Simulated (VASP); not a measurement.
Output of a VASP run:

**OSZICAR**
```
       N       E                     dE             d eps       ncg     rms          rms(c)
DAV:   1     0.704714837651E+02    0.70471E+02   -0.62889E+03  2200   0.126E+03
DAV:   2     0.118548603795E+02   -0.58617E+02   -0.55974E+02  2231   0.265E+02
DAV:   3     0.111198881638E+02   -0.73497E+00   -0.73437E+00  2884   0.388E+01
DAV:   4     0.111157534226E+02   -0.41347E-02   -0.41341E-02  2823   0.263E+00
DAV:   5     0.111156799570E+02   -0.73466E-04   -0.73465E-04  2804   0.281E-01    0.620E+00
DAV:   6     0.130752203628E+02    0.19595E+01   -0.99640E+00  2160   0.537E+01    0.332E+00
DAV:   7     0.133876784374E+02    0.31246E+00   -0.66776E-01  2306   0.905E+00    0.270E+00
DAV:   8     0.130324288169E+02   -0.35525E+00   -0.85903E-01  2196   0.105E+01    0.107E+00
DAV:   9     0.129206783496E+02   -0.11175E+00   -0.17303E-01  2209   0.445E+00    0.206E-01
DAV:  10     0.129219550407E+02    0.12767E-02   -0.76048E-04  2298   0.316E-01    0.192E-01
DAV:  11     0.129203894610E+02   -0.15656E-02   -0.40597E-03  2270   0.723E-01    0.472E-02
DAV:  12     0.129203651512E+02   -0.24310E-04   -0.13902E-04  2185   0.158E-01    0.345E-02
DAV:  13     0.129202658741E+02   -0.99277E-04   -0.11028E-04  2262   0.122E-01    0.532E-03
DAV:  14     0.129202634926E+02   -0.23815E-05   -0.56277E-06  2301   0.224E-02    0.322E-03
DAV:  15     0.129202631876E+02   -0.30502E-06   -0.47821E-07  2217   0.652E-03    0.761E-04
DAV:  16     0.129202632051E+02    0.17448E-07   -0.86173E-08  2110   0.351E-03
   1 F= 0.12920263E+02 E0= 0.12920372E+02  d E =-.326997E-03
```

OUTCAR:
```
------------------------ aborting loop because EDIFF is reached ----------------------------------------
  FORCE on cell =-STRESS in cart. coord.  units (eV):
  Direction    XX          YY          ZZ          XY          YZ          ZX
  --------------------------------------------------------------------------------------
  Total       -0.3503501     -0.3503501     -0.3503501      0.0000000      0.0000000      0.0000000
  in kB      -32.7196711    -32.7196711    -32.7196711      0.0000000      0.0000000      0.0000000
  external PRESSURE =     -32.7196711 kB  Pullay stress =       0.0000000 kB
  volume of cell :       17.16
      direct lattice vectors                 reciprocal lattice vectors
     0.000000000  2.047031996  2.047031996    -0.244256075  0.244256075  0.244256075
     2.047031996  0.000000000  2.047031996     0.244256075 -0.244256075  0.244256075
     2.047031996  2.047031996  0.000000000     0.244256075  0.244256075 -0.244256075
 POSITION                                       TOTAL-FORCE (eV/Angst)
 -----------------------------------------------------------------------------------
      0.00000      0.00000      0.00000         0.000000      0.000000      0.000000
 -----------------------------------------------------------------------------------
    total drift:                               -0.000000      0.000000      0.000000
  FREE ENERGIE OF THE ION-ELECTRON SYSTEM (eV)
  ---------------------------------------------------
  free  energy   TOTEN  =        12.9202632051 eV

  energy  without entropy=       12.9205902022  energy(sigma->0) =       12.92037220
```
(Selected blocks of OUTCAR.)

POSCAR:
```
Ag
1
    0.0000000000     2.0470319965     2.0470319965
    2.0470319965     0.0000000000     2.0470319965
    2.0470319965     2.0470319965     0.0000000000
Ag
1
Direct
  0.0000000000   0.0000000000   0.0000000000
```

### Question
Write an INCAR and KPOINTS that could have produced this output.

### Answer
One answer among several that fit: the input of the run itself, revTPSS meta-GGA, plane waves, VASP's PBE PAW potentials (set 64).

### INCAR
```
SYSTEM = Ag
PREC = Accurate
ENCUT = 520
EDIFF = 1E-7
NELM = 100
ALGO = Normal
LREAL = .FALSE.
LASPH = .TRUE.
ISMEAR = 1
SIGMA = 0.1
METAGGA = RTPSS
LMIXTAU = .TRUE.
LMAXMIX = 4
LWAVE = .FALSE.
LCHARG = .FALSE.
ISIF = 2
```

### KPOINTS
```
kpoints
0
Gamma
  15 15 15
```

POTCAR, in this order: Ag (PBE.64 set). Program: vasp_std.

The compound is Ag in the fcc structure. This cell is one point of a volume scan, at 1.03 of the reference volume.
